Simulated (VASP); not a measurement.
SnO: relaxation of cell and atoms with PBE+D3(BJ)

The system is SnO.

```xyz
4
Lattice="3.7986 0.0000 0.0000 0.0000 3.7986 0.0000 0.0000 0.0000 4.8408" Properties=species:S:1:pos:R:3 pbc="T T T"
Sn    1.8993    0.0000    1.1468
Sn    0.0000    1.8993    3.6940
O     0.0000    0.0000    0.0000
O     1.8993    1.8993    0.0000
```

```yaml
Program: VASP 6.6.1
Task: relaxation of cell and atoms
Functional: PBE
Dispersion: D3(BJ)
Potentials_or_basis: VASP PAW PBE potentials, release 64 (Sn_d, O)
Cutoff: 600 eV
k_mesh: 8 × 8 × 6
Occupations: gaussian, width 0.03 eV
Spin: no spin polarisation
Further_INCAR_settings: ALGO = Normal; EDIFF = 1e-06; IBRION = 2; EDIFFG = -0.01; NSW = 90; ISIF = 3
```

The relaxed volume is 17.39 Å³/atom. The relaxed cell is a = 3.835 Å, b = 3.835 Å, c = 4.728 Å, α = 90.00°, β = 90.00°, γ = 90.00°. The space group after relaxing (to 0.05 Å) is P4/nmm (No. 129). The energy gained by relaxing is 7.0 meV/atom, the ionic steps are 15 and the pressure after relaxing is 0.0 GPa. The largest force after relaxing is 0.004 eV/Å and the band gap on the k mesh is none (metal or under the smearing width). The dispersion energy per atom is -0.237 eV.

Forces in eV/Å, atoms in the order of the input:
```
Sn   0.000  0.000 -0.004
Sn   0.000  0.000  0.004
O    0.000  0.000  0.000
O    0.000  0.000  0.000
```

Stress tensor (GPa, compression positive):
```
-0.04  0.00  0.00
 0.00 -0.04  0.00
 0.00  0.00  0.04
```

The path:
```csv
step,energy change (eV),largest force (eV/Å),pressure (GPa),volume (Å³)
1,0.0000,0.5986,2.85,69.85
2,0.0007,0.5050,-2.93,73.04
3,-0.0222,0.0328,-0.21,71.39
4,-0.0222,0.0443,-0.09,71.36
5,-0.0234,0.0545,-0.12,71.24
6,-0.0256,0.0856,-0.12,70.88
7,-0.0239,0.1446,-0.08,70.13
8,-0.0259,0.1072,-0.12,70.66
9,-0.0269,0.0494,-0.19,70.42
10,-0.0275,0.0452,-0.41,69.97
11,-0.0279,0.0041,0.09,69.37
12,-0.0280,0.0122,-0.01,69.50
13,-0.0280,0.0142,-0.05,69.53
14,-0.0280,0.0153,-0.02,69.52
15,-0.0280,0.0041,-0.02,69.55
```

Final structure:
```xyz
4
Lattice="3.8354 0.0000 0.0000 0.0000 3.8354 0.0000 0.0000 0.0000 4.7280" Properties=species:S:1:pos:R:3 pbc="T T T"
Sn    1.9177    0.0000    1.1629
Sn    3.8354    1.9177    3.5651
O     0.0000    0.0000    0.0000
O     1.9177    1.9177    0.0000
```

Levels at points of the mesh, in eV from the Fermi level:
```csv
k point,band 17,band 18,band 19,band 20,band 21,band 22,band 23,band 24
"(0.00, 0.00, 0.00)",-3.33,-3.03,-3.03,0.01,2.21,4.48,4.48,4.80
"(0.50, 0.00, 0.00)",-4.67,-4.67,-2.69,-2.69,3.33,3.33,5.78,5.78
"(0.50, 0.50, 0.00)",-2.38,-2.38,-1.86,-1.86,-0.06,-0.06,4.56,4.56
"(0.00, 0.00, 0.50)",-3.04,-3.04,-2.94,-2.08,1.75,2.77,2.77,3.54
"(0.50, 0.00, 0.50)",-4.62,-4.62,-1.67,-1.67,2.74,2.74,5.24,5.24
"(0.50, 0.50, 0.50)",-2.77,-2.77,-2.38,-2.38,2.32,2.32,4.30,4.30
```

Wall time 3 min on 8 MPI ranks on Intel(R) Xeon(R) Platinum 8488C (Sapphire Rapids) (shared host), peak memory 0.3 GiB a rank.

Caveat: pairwise dispersion overbinds metals, which lowers pressure and volume.
